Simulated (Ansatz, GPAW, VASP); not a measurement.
## HfB: 3 runs at one level of theory

```xyz
2
Lattice="0.0000 2.3100 2.3100 2.3100 0.0000 2.3100 2.3100 2.3100 0.0000" Properties=species:S:1:pos:R:3 pbc="T T T"
Hf    2.3100    2.3100    2.3100
B     0.0000    0.0000    0.0000
```

Alike in all runs: task single point; functional LDA; k mesh 10 × 10 × 10; occupations gaussian, width 0.1 eV; no spin polarisation; no spin-orbit coupling. LDA stands for any of its common fits. Pressure is positive in compression and, in plane waves, holds the error of the finite cutoff, which Ansatz's Pulay term estimates and takes out.

```tsv
program and potentials	plane-wave cutoff (eV)	notes	band gap (eV)	pressure (GPa)
Ansatz, Ansatz PAW	420	potentials made for PBE, which Ansatz adapts in part; 14.5 valence electrons an atom on average; Pulay term of +0.13 GPa included	no gap	17.86
GPAW, the program's PAW data sets (release 1.2.1) made for this functional	800	7.5 valence electrons an atom on average	no gap	19.72
VASP, LDA PAW files B, Hf_pv, 520 eV	520	6.5 valence electrons an atom on average	?	?
```

Question: Estimate from the other rows what the run with VASP, LDA PAW files B, Hf_pv, 520 eV gave.

Answer: No band gap; pressure 19.67 GPa. The other rows, which needn't bracket it: pressure 17.86 to 19.72.
